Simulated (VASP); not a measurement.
A VASP calculation is set up with these files.

### KPOINTS
```
Regular mesh
0
gamma
14 14 7
0 0 0
```

### POSCAR
```
Cd
1
    1.5315764594    -2.6527688401     0.0000000000
    1.5315764594     2.6527688401     0.0000000000
   -0.0000000000    -0.0000000000     5.1029915001
Cd
2
Direct
  0.3333330000   0.6666670000   0.2500000000
  0.6666670000   0.3333330000   0.7500000000
```

### INCAR
```
# general
SYSTEM  = Cd
PREC    = Accurate
ENCUT   = 500   # plane-wave cut-off (eV)
LREAL   = .FALSE.
LASPH   = .TRUE.

# electronic loop
EDIFF   = 1E-6
NELM    = 100   # most electronic steps
ALGO    = Normal   # blocked Davidson
LMAXMIX = 4

# smearing
ISMEAR  = 1
SIGMA   = 0.1   # width (eV)

# functional
GGA     = PE   # PBE

# ions
IBRION  = 2   # conjugate gradients
NSW     = 40
ISIF    = 3
EDIFFG  = -0.02   # ionic stop
PSTRESS = 50

# output
LWAVE   = .FALSE.
LCHARG  = .FALSE.
```

POTCAR, in this order: Cd (PBE.64 set). Program: vasp_std.

**Question.** Translate this PBE calculation to Ansatz.

**Answer.** One equivalent input (not run):
Ansatz 0.2 input:
```yaml
crystal:
  lattice:
    - [1.5315765, -2.6527688, 0.0000000]
    - [1.5315765, 2.6527688, 0.0000000]
    - [0.0000000, 0.0000000, 5.1029915]
  atoms:
    - { symbol: Cd, position: [0.3333330, 0.6666670, 0.2500000] }
    - { symbol: Cd, position: [0.6666670, 0.3333330, 0.7500000] }
kpoints:
  mp_grid: { grid: [14, 14, 7] }
hamiltonian:
  xc: pbe
  pseudopotentials: { kind: paw }
scf:
  occupations: { method: methfessel_paxton, width: 0.1 }
  max_iter: 100
relax:
  max_steps: 40
  f_tol: 0.02
  cell: { p_target: 5 }
output: { forces: true, stress: true, eigenvalues: true }
```
The two are equivalent in intent, not identical: each code has its own PAW files, so the cut-off isn't converted (ENCUT is set for VASP's; basis.ecutwfc is left out, and Ansatz then takes the one that its files recommend); Ansatz stops its SCF on the density residual and VASP on the energy change (EDIFF).

The compound is Cd in the hcp structure. This run relaxes it under an external pressure of 5 GPa. Symmetry was kept, so distortions that lower it aren't found.
